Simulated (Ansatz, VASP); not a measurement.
# CaSiS3: VASP beside Ansatz, part 2 of 2

Aim: how closely do two programs agree when they are given the same cell, functional and k mesh? The cell is generated by rule, not measured, and may not be a known phase. The cell is taken from a series of runs on this material, whose earlier steps may have relaxed, scaled, displaced or heated it; both programs get it as it stands.

VASP 6.6.1 and Ansatz 0.2.0.

So far: The starting structure; VASP: zone-centre phonons, LDA.

### Step 2. VASP: zone-centre phonons, LDA (continued)

Level of this step: LDA; plane waves and PAW (Ca_sv, Si, S); invented cell (VASP).

Numbers of over 12 decimals in the logs are rounded to 6 here.

OUTCAR, selected parts (step 2):

```text
ion  position               nearest neighbor table
   1  0.000  0.000  0.000-
   2  0.500  0.500  0.500-   3 2.26   4 2.26   5 2.26   3 2.26   4 2.26   5 2.26
   3  0.500  0.500  0.000-   2 2.26   2 2.26
   4  0.500  0.000  0.500-   2 2.26   2 2.26
   5  0.000  0.500  0.500-   2 2.26   2 2.26

  LATTYP: Found a simple cubic cell.
 ALAT       =     4.5206973037

 Subroutine GETGRP returns: Found 48 space group operations
 (whereof 48 operations were pure point group operations)

The static configuration has the point symmetry O_h .

 Found     35 irreducible k-points:

   k-points           NKPTS =     35   k-points in BZ     NKDIM =     35   number of bands    NBANDS=     22

   dimension x,y,z NGX =    36 NGY =   36 NGZ =   36
   dimension x,y,z NGXF=    72 NGYF=   72 NGZF=   72

   ENCUT  =  500.0 eV  36.75 Ry    6.06 a.u.   8.24  8.24  8.24*2*pi/ulx,y,z

   NELECT =      32.0000    total number of electrons

 k-points in reciprocal lattice and weights: Automatic mesh
   0.00000000  0.00000000  0.00000000       0.002
   0.12500000  0.00000000  0.00000000       0.012
   0.25000000  0.00000000  0.00000000       0.012
   0.37500000  0.00000000  0.00000000       0.012
   0.50000000  0.00000000  0.00000000       0.006
   0.12500000  0.12500000  0.00000000       0.023
   0.25000000  0.12500000  0.00000000       0.047
   0.37500000  0.12500000  0.00000000       0.047
   0.50000000  0.12500000  0.00000000       0.023
[...]
0.50000000  0.50000000  0.37500000       0.012
   0.50000000  0.50000000  0.50000000       0.002

 average (electrostatic) potential at core
       1 -43.7374       2 -86.3361       3 -85.7911       4 -85.7911       5 -85.7911

  Total       -0.0318109     -0.0318109     -0.0318109      0.0000000      0.0000000     -0.0000000
  in kB       -0.5516578     -0.5516578     -0.5516578      0.0000000      0.0000000     -0.0000000
  external PRESSURE =      -0.5516578 kB  Pullay stress =       0.0000000 kB

  energy-cutoff  :      500.00
  volume of cell :       92.39
      direct lattice vectors                 reciprocal lattice vectors
     4.520697304  0.000000000  0.000000000     0.221204813  0.000000000  0.000000000
[...]
POSITION                                       TOTAL-FORCE (eV/Angst)
 -----------------------------------------------------------------------------------
      0.00000      0.00000      0.00000         0.000000      0.000000      0.000000
      2.26035      2.26035      2.26035         0.000000      0.000000      0.000000
      2.26035      2.26035      0.00000         0.000000      0.000000      0.000000
      2.26035      0.00000      2.26035         0.000000      0.000000      0.000000
      0.00000      2.26035      2.26035         0.000000      0.000000      0.000000
 -----------------------------------------------------------------------------------
    total drift:                               -0.000000      0.000000      0.000000

 Eigenvectors and eigenvalues of the dynamical matrix
 ----------------------------------------------------

   1 f  =   10.787982 THz    67.782890 2PiTHz  359.848344 cm-1    44.615488 meV
             X         Y         Z           dx          dy          dz
      0.000000  0.000000  0.000000     0.004123   -0.012265    0.000000
      2.260349  2.260349  2.260349     0.138457   -0.411877   -0.000000
      2.260349  2.260349  0.000000     0.068098   -0.202577   -0.000000
      2.260349  0.000000  2.260349     0.068098    0.804115    0.000000
      0.000000  2.260349  2.260349    -0.270312   -0.202577    0.000000

   2 f  =   10.787982 THz    67.782890 2PiTHz  359.848344 cm-1    44.615488 meV
             X         Y         Z           dx          dy          dz
      0.000000  0.000000  0.000000    -0.012265   -0.004123    0.000000
      2.260349  2.260349  2.260349    -0.411877   -0.138457    0.000000
      2.260349  2.260349  0.000000    -0.202577   -0.068098    0.000000
      2.260349  0.000000  2.260349    -0.202577    0.270312   -0.000000
      0.000000  2.260349  2.260349     0.804115   -0.068098   -0.000000

   3 f  =   10.787982 THz    67.782890 2PiTHz  359.848344 cm-1    44.615488 meV
             X         Y         Z           dx          dy          dz
      0.000000  0.000000  0.000000    -0.000000    0.000000   -0.012939
      2.260349  2.260349  2.260349    -0.000000   -0.000000   -0.434526
      2.260349  2.260349  0.000000    -0.000000    0.000000    0.848334
      2.260349  0.000000  2.260349    -0.000000    0.000000   -0.213717
      0.000000  2.260349  2.260349    -0.000000    0.000000   -0.213717

   4 f  =    1.256623 THz     7.895595 2PiTHz   41.916431 cm-1     5.196973 meV
             X         Y         Z           dx          dy          dz
      0.000000  0.000000  0.000000    -0.701023   -0.383960    0.035088
      2.260349  2.260349  2.260349     0.459741    0.251807   -0.023011
      2.260349  2.260349  0.000000     0.044232    0.024227   -0.012367
      2.260349  0.000000  2.260349     0.044232    0.135329   -0.002214
      0.000000  2.260349  2.260349     0.247079    0.024227   -0.002214

   5 f  =    1.256623 THz     7.895595 2PiTHz   41.916431 cm-1     5.196973 meV
             X         Y         Z           dx          dy          dz
      0.000000  0.000000  0.000000    -0.383252    0.701890    0.023640
      2.260349  2.260349  2.260349     0.251342   -0.460310   -0.015503
      2.260349  2.260349  0.000000     0.024182   -0.044287   -0.008332
      2.260349  0.000000  2.260349     0.024182   -0.247384   -0.001492
      0.000000  2.260349  2.260349     0.135079   -0.044287   -0.001492

   6 f  =    1.256623 THz     7.895595 2PiTHz   41.916431 cm-1     5.196973 meV
             X         Y         Z           dx          dy          dz
      0.000000  0.000000  0.000000    -0.042128    0.003905   -0.798937
      2.260349  2.260349  2.260349     0.027628   -0.002561    0.523955
      2.260349  2.260349  0.000000     0.002658   -0.000246    0.281589
      2.260349  0.000000  2.260349     0.002658   -0.001376    0.050410
      0.000000  2.260349  2.260349     0.014848   -0.000246    0.050410

   7 f/i=    0.010060 THz     0.063209 2PiTHz    0.335568 cm-1     0.041605 meV
             X         Y         Z           dx          dy          dz
      0.000000  0.000000  0.000000     0.013328   -0.012110    0.485780
      2.260349  2.260349  2.260349     0.011441   -0.010395    0.416976
      2.260349  2.260349  0.000000     0.012142   -0.011032    0.443961
      2.260349  0.000000  2.260349     0.012142   -0.011067    0.442536
      0.000000  2.260349  2.260349     0.012181   -0.011032    0.442536

   8 f/i=    0.010060 THz     0.063209 2PiTHz    0.335568 cm-1     0.041605 meV
             X         Y         Z           dx          dy          dz
      0.000000  0.000000  0.000000     0.475456   -0.100034   -0.015539
      2.260349  2.260349  2.260349     0.408114   -0.085866   -0.013338
      2.260349  2.260349  0.000000     0.433130   -0.091129   -0.014201
      2.260349  0.000000  2.260349     0.433130   -0.091423   -0.014156
      0.000000  2.260349  2.260349     0.434525   -0.091129   -0.014156

   9 f/i=    0.010060 THz     0.063209 2PiTHz    0.335568 cm-1     0.041605 meV
             X         Y         Z           dx          dy          dz
      0.000000  0.000000  0.000000    -0.100353   -0.475556   -0.009101
      2.260349  2.260349  2.260349    -0.086139   -0.408199   -0.007812
      2.260349  2.260349  0.000000    -0.091419   -0.433221   -0.008318
      2.260349  0.000000  2.260349    -0.091419   -0.434617   -0.008291
      0.000000  2.260349  2.260349    -0.091714   -0.433221   -0.008291

  10 f/i=    2.263769 THz    14.223682 2PiTHz   75.511215 cm-1     9.362193 meV
             X         Y         Z           dx          dy          dz
      0.000000  0.000000  0.000000     0.000000   -0.000000    0.000000
      2.260349  2.260349  2.260349     0.000000   -0.000000   -0.000000
      2.260349  2.260349  0.000000     0.707028    0.010557   -0.000000
      2.260349  0.000000  2.260349    -0.707028   -0.000000   -0.000663
      0.000000  2.260349  2.260349     0.000000   -0.010557    0.000663

  11 f/i=    2.263769 THz    14.223682 2PiTHz   75.511215 cm-1     9.362193 meV
             X         Y         Z           dx          dy          dz
      0.000000  0.000000  0.000000     0.000000    0.000000   -0.000000
      2.260349  2.260349  2.260349     0.000000    0.000000   -0.000000
      2.260349  2.260349  0.000000    -0.000270    0.062314   -0.000000
      2.260349  0.000000  2.260349     0.000270    0.000000    0.704356
      0.000000  2.260349  2.260349     0.000000   -0.062314   -0.704356

  12 f/i=    2.263769 THz    14.223682 2PiTHz   75.511215 cm-1     9.362193 meV
             X         Y         Z           dx          dy          dz
      0.000000  0.000000  0.000000    -0.000000    0.000000    0.000000
      2.260349  2.260349  2.260349    -0.000000    0.000000   -0.000000
      2.260349  2.260349  0.000000     0.010575   -0.704277    0.000000
      2.260349  0.000000  2.260349    -0.010575    0.000000    0.062311
      0.000000  2.260349  2.260349    -0.000000    0.704277   -0.062311

  13 f/i=    3.932699 THz    24.709875 2PiTHz  131.180711 cm-1    16.264328 meV
             X         Y         Z           dx          dy          dz
      0.000000  0.000000  0.000000    -0.154551    0.315515    0.000340
      2.260349  2.260349  2.260349    -0.264591    0.540160    0.000582
      2.260349  2.260349  0.000000     0.222429   -0.454087    0.000057
      2.260349  0.000000  2.260349     0.222429    0.052696   -0.000489
      0.000000  2.260349  2.260349    -0.025813   -0.454087   -0.000489

  14 f/i=    3.932699 THz    24.709875 2PiTHz  131.180711 cm-1    16.264328 meV
             X         Y         Z           dx          dy          dz
      0.000000  0.000000  0.000000     0.005460    0.002296    0.351284
      2.260349  2.260349  2.260349     0.009347    0.003931    0.601397
      2.260349  2.260349  0.000000    -0.007858   -0.003304    0.058670
      2.260349  0.000000  2.260349    -0.007858    0.000383   -0.505566
      0.000000  2.260349  2.260349     0.000912   -0.003304   -0.505566

  15 f/i=    3.932699 THz    24.709875 2PiTHz  131.180711 cm-1    16.264328 meV
             X         Y         Z           dx          dy          dz
      0.000000  0.000000  0.000000    -0.315468   -0.154534    0.005913
      2.260349  2.260349  2.260349    -0.540079   -0.264562    0.010123
      2.260349  2.260349  0.000000     0.454019    0.222405    0.000988
      2.260349  0.000000  2.260349     0.454019   -0.025810   -0.008510
      0.000000  2.260349  2.260349    -0.052688    0.222405   -0.008510

 ELASTIC MODULI CONTR FROM IONIC RELAXATION (kBar)
 Direction    XX          YY          ZZ          XY          YZ          ZX
 --------------------------------------------------------------------------------
 XX           0.0000      0.0000      0.0000      0.0000      0.0000      0.0000
 YY           0.0000      0.0000      0.0000      0.0000      0.0000      0.0000
 ZZ           0.0000      0.0000      0.0000      0.0000      0.0000      0.0000
 XY           0.0000      0.0000      0.0000      0.0000      0.0000      0.0000
 YZ           0.0000      0.0000      0.0000      0.0000      0.0000      0.0000
 ZX           0.0000      0.0000      0.0000      0.0000      0.0000      0.0000
 --------------------------------------------------------------------------------
```

### Step 3. Ansatz: zone-centre phonons, LDA

Ansatz runs on its PAW soft_1 files.

The same cell, functional (in two slightly different forms), mesh and smearing now go to Ansatz, which takes its cutoff from its data sets.

The input, input.yaml:

```yaml
crystal:
  lattice:
    - [4.5206973037, 0.0, 0.0]
    - [0.0, 4.5206973037, 0.0]
    - [0.0, 0.0, 4.5206973037]
  atoms:
    - { symbol: Ca, position: [0.0, 0.0, 0.0] }
    - { symbol: Si, position: [0.5, 0.5, 0.5] }
    - { symbol: S, position: [0.5, 0.5, 0.0] }
    - { symbol: S, position: [0.5, 0.0, 0.5] }
    - { symbol: S, position: [0.0, 0.5, 0.5] }
kpoints:
  mp_grid: { grid: [8, 8, 8] }
hamiltonian:
  xc: lda
  pseudopotentials: { kind: paw, azcp: { folder: soft_1 }, xc_functional: pbe }
scf:
  occupations: { method: methfessel_paxton, width: 0.2 }
output:
  eigenvalues: true
phonons:
  method: dfpt
```

Started as:

```bash
$ ansatz run input.yaml --threads 4 --pin off --max-ram 16384MiB --backend cpu --events-out ev --progress --plain --runs-dir out
```

Log:

```text
zone centre: on kpoints.mp_grid the ground state, and the responses unless they are solved on pairs of k-points, stand on 125 of the mesh's 512 k-points, reduced under 8 symmetry operations, with k and −k counted as one. Each operation leaves every solved displacement unchanged or reverses it
Engine: ansatz 0.2.0, aarch64-unknown-linux-gnu
Pseudopotentials: kind: paw
Pseudopotential: Ca, paw, valence charge 10, recommended cutoff 420 eV (normal), soft_1/Ca.paw.azcp
Pseudopotential: Si, paw, valence charge 4, recommended cutoff 420 eV (normal), soft_1/Si.paw.azcp
Pseudopotential: S, paw, valence charge 6, recommended cutoff 420 eV (normal), soft_1/S.paw.azcp
Functional definition: SPW92
  exchange = slater_x
  correlation = pw_c
Crystal: 5 atoms, lattice volume = 92.388 Å³
Basis set: ecut = 420 eV, 1839 PW (Γ), exchange–correlation on 64×64×64 points (8 copies of the dense FFT grid, shifted against one another)
Bands: 21, of which v1, the nominal top of the filled ones, is band 16 counted from 1 (15 counted from 0)
Symmetry: 48 space group operations
k-points: 125 of 512 (irreducible under 8 space group operations)
Non-local potential: Ca, projectors of the file, l = 0: 3, l = 1: 2, l = 2: 2
Non-local potential: Si, projectors of the file, l = 0: 2, l = 1: 2, l = 2: 1
Non-local potential: S, projectors of the file, l = 0: 2, l = 1: 2, l = 2: 1
PAW form: soft (Blöchl's): semilocal exchange-correlation on the pseudo side does not see the compensation charge
PAW frozen core: Ca, regenerated for the run's functional, and the local potential with it (the file was generated under x = pbe(κ = 0.804, μ = 0.219515), c = pbe(β = 0.066725))
PAW frozen core: Si, regenerated for the run's functional, and the local potential with it (the file was generated under x = pbe(κ = 0.804, μ = 0.219515), c = pbe(β = 0.066725))
PAW frozen core: S, regenerated for the run's functional, and the local potential with it (the file was generated under x = pbe(κ = 0.804, μ = 0.219515), c = pbe(β = 0.066725))
PAW one-centre angular grid: Ca, 110 points (default); XC on 64 Gauss nodes
PAW one-centre angular grid: Si, 110 points (default); XC on 64 Gauss nodes
PAW one-centre angular grid: S, 110 points (default); XC on 64 Gauss nodes
Initial density: superposition of atomic densities (chi_scale 0.1, normalization cell, long waves kept (reshape's long-wave potential 0.00 eV rms))
Initial wavefunctions: pseudopotential atomic-orbital guess
Functional: x = slater, c = lda
SCF iter   1: F=—  HF=-4995.317474 eV  |F-HF|=—  |Δ(HF+E_count)|=         —  Δρ=4.08e-2  dr2=3.31e0  ethr=3.10e-3  ⟨swp⟩=8.4  Hψ=17065  notcnv=0
preconditioner: auto → Kerker (q_TF=auto, 2.286 Å⁻¹)  [metal: Δε(μ)=0.029 eV  Ē_g=7.710 eV  σ=0.200 eV  W_gap=0.12  n_scr=18 (ndim 8)  ℏωp=18.9 eV  f_vac=0.000  D(μ)=2.21/eV (n_scr^D=18)]
SCF iter   2: F=—  HF=-4994.516616 eV  |F-HF|=—  |Δ(HF+E_count)|=   8.01e-1  S|Δr|=    0.00e0  Δρ=1.94e-2  dr2=8.09e-1  ethr=3.10e-3  ⟨swp⟩=3.1  Hψ=6511  notcnv=0  defer=71
SCF iter   3: F=—  HF=-4994.253270 eV  |F-HF|=—  |Δ(HF+E_count)|=   2.63e-1  S|Δr|=    0.00e0  Δρ=5.92e-3  dr2=9.07e-2  ethr=2.53e-3  ⟨swp⟩=3.6  Hψ=5976  notcnv=0  defer=71
SCF iter   4: F=—  HF=-4994.222560 eV  |F-HF|=—  |Δ(HF+E_count)|=   3.07e-2  S|Δr|=    0.00e0  Δρ=1.61e-3  dr2=3.93e-3  ethr=2.84e-4  ⟨swp⟩=2.7  Hψ=5343  notcnv=0  defer=71
SCF iter   5: F=—  HF=-4994.221596 eV  |F-HF|=—  |Δ(HF+E_count)|=   9.65e-4  S|Δr|=    0.00e0  Δρ=3.70e-4  dr2=2.13e-4  ethr=1.23e-5  ⟨swp⟩=2.3  Hψ=4061  notcnv=0  defer=71
SCF iter   6: F=—  HF=-4994.221556 eV  |F-HF|=—  |Δ(HF+E_count)|=   3.93e-5  S|Δr|=    0.00e0  Δρ=1.00e-4  dr2=1.55e-5  ethr=6.65e-7  ⟨swp⟩=2.1  Hψ=4427  notcnv=0  defer=71
SCF iter   7: F=—  HF=-4994.221554 eV  |F-HF|=—  |Δ(HF+E_count)|=   1.89e-6  S|Δr|=    0.00e0  Δρ=2.05e-5  dr2=8.30e-7  ethr=4.84e-8  ⟨swp⟩=2.0  Hψ=3786  notcnv=0  defer=71
SCF iter   8: F=—  HF=-4994.221552 eV  |F-HF|=—  |Δ(HF+E_count)|=   1.96e-6  S|Δr|=    0.00e0  Δρ=3.26e-6  dr2=1.20e-8  ethr=2.59e-9  ⟨swp⟩=2.0  Hψ=4606  notcnv=0  defer=71
SCF iter   9: F=—  HF=-4994.221552 eV  |F-HF|=—  |Δ(HF+E_count)|=   1.22e-9  S|Δr|=    0.00e0  Δρ=7.57e-7  dr2=5.51e-10  ethr=3.74e-11  ⟨swp⟩=2.3  Hψ=3915  notcnv=0  defer=71
SCF iter  10: F=-4994.221552 eV  HF=-4994.221552 eV  |F-HF|=5.46e-12  |Δ(HF+E_count)|=  8.00e-11  S|Δr|=    0.00e0  Δρ=8.15e-8  dr2=5.24e-12  ethr=1.00e-12  ⟨swp⟩=12.1  Hψ=20391  notcnv=0
SCF 1 converged in 10 iterations: F = -4994.221552 eV  dr2 = 5.24e-12
  greatest PAW one-centre occupation: 0.995 electrons in one spin orbital (limit 2), on the Ca atom at site 0 (counted from 0), in its partial waves of l = 0
DFPT response loops at Γ: preconditioner auto → Kerker (q_TF=auto, 2.286 Å⁻¹) (partly filled bands, converged f_vac=0.000); β = 1.00, the filter's whole step (`scf.mixing.beta` (0.50) is not read by the response loops under this deck's `scf.mixing.preconditioner`; to damp them name `kerker` or `kerker_dos`, under which they read `scf.mixing.beta`, and type it under 1.00, their step now; both keys bind the ground state too); Broyden in place of MSR1
SCF converged after 10 iterations
Stability not checked: this state was not tested for a lower state beside it, because cold or Methfessel-Paxton smearing, or corrected tetrahedra, fill the levels in a way that the test cannot read (fill_not_monotonic; see scf.lower_state_search)
Free energy (F): -4994.221552 eV
Harris-Foulkes:  -4994.221552 eV  (|F-HF|=5.46e-12)
Internal energy: -4994.212786 eV  (E = F + TS)
E sigma→0 (E₀):  -4994.219361 eV
Entropy (-TS):   -0.008766 eV (-1.753 meV/atom)
Fermi energy:    7.983078 eV
--- Per-component energies (eV) ---
  E_band       = -98.706480
  E_kinetic    = 620.248896
  E_local      = -980.339038  (includes V_loc(G=0)·N_el)
  E_nonlocal   = 222.070768
  E_hartree    = 302.536469
  E_xc         = -450.648541
  E_vxc        = -459.818511  (∫ρ·V_xc dr)
  E_paw        = -3038.144431  (= ΣΔE_a)
  E_vpaw       = -105.941617  (= ΣTr[D̂ρ^β])
  E_aug_tail   = 0.000031  (compensation charges beyond the density's cutoff)
  E_ewald      = -1670.764030
  E_core_change = 0.827090  (= ΣΔE_core)
  E_smearing   = -0.008766  (= −TS)
  E_closure    = 0.000000  (closes the sum)
  Σ components = -4994.221552   (vs F -4994.221552, Δ=0.00e0)
--- Band table (eV; the first three rows and the last of 125) ---
  k-point 0: bands = [... 12 lower, 6.6783, 6.6783, 7.0479, 7.0479, 7.0479, 10.4999, 10.4999, 10.6296, ... 1 higher]
  k-point 1: bands = [... 12 lower, 6.4747, 6.4747, 6.8306, 6.9429, 6.9429, 10.6390, 10.7066, 10.8455, ... 1 higher]
  k-point 2: bands = [... 12 lower, 5.9770, 6.0324, 6.8090, 6.8090, 6.8581, 10.9259, 10.9818, 11.6029, ... 1 higher]
  k-point 124: bands = [... 12 lower, 6.0445, 8.4758, 8.4758, 8.4758, 10.2653, 10.3830, 10.3830, 10.3830, ... 1 higher]
--- Phonons (Γ-DFPT): 4 representative perturbations + reference, on 125 of 512 k-points (Σ response iterations 12) ---
  k mesh reduced under 8 symmetry operations, with k and −k counted as one. Each operation leaves every solved displacement unchanged or reverses it
  ASR residual: 8.794e-5 → 0.000e0 eV/Å²; symmetrization residual: 6.670e-6 eV/Å²
  ASR residual per site (eV/Å²): 8.79e-5 9.35e-6 2.11e-5 2.11e-5 2.11e-5
  Γ frequencies (cm⁻¹): -131.24 -131.24 -131.24 -77.30 -77.30 -77.30 0.00 0.00 0.00 40.32 40.32 40.32 361.69 361.69 361.69
  non-analytic LO–TO correction: not included (Born effective charges unavailable; polar crystals: no LO–TO splitting at Γ)
```

Reading the cycles: dr2 is the Hartree energy of the density residual (eV), the measure of convergence; HF is the Harris–Foulkes estimate of the energy, which meets the free energy F at convergence.

### Step 4. Side by side

Known differences besides the potentials themselves: the cutoff is 420 eV in Ansatz and 500 eV in VASP; VASP's log shows a relativistic correction to its local exchange, Ansatz's none. Total energies have different zeros and are not compared.

Both answers:

```tsv
quantity	Ansatz	VASP	difference
optical mode 1 to 3 (imaginary, printed as negative) (cm⁻¹)	-131.2	-131.2	-0.1
optical mode 4 to 6 (imaginary, printed as negative) (cm⁻¹)	-77.3	-75.5	-1.8
optical mode 7 to 9 (cm⁻¹)	40.3	41.9	-1.6
optical mode 10 to 12 (cm⁻¹)	361.7	359.8	+0.51 %
```

Modes are paired by rising frequency, not by their patterns, so a pair may set unlike modes beside each other; they are those without the splitting of longitudinal modes.

### Step 5. Results

- r.m.s. difference of the optical zone-centre modes, each program's sorted by frequency (zone-centre phonons, LDA): 1.5 cm⁻¹
- difference in optical mode 10 to 12 (zone-centre phonons, LDA): +0.5 %

**Reading.** The r.m.s. difference of the optical zone-centre modes, each program's sorted by frequency is 1.5 cm⁻¹ (zone-centre phonons, LDA). Among the rows given in per cent, the largest difference of the zone-centre phonons, LDA pair is in optical mode 10 to 12, +0.5 %. How closely two codes agree says nothing of how well the functional describes the real material.

[Lines on the potential files, build, host, timing and source positions are cut from VASP's logs without a mark.]

[Logs are printed without paths, hosts, clocks, repeated set-up lines and the standing remarks that a program may print on its own settings, such as how far it seeks lower states.]

[Hosts, paths, dates, database ids (printed as entryN), source tags and the programs' standing remarks are cut or masked in the printed files.]
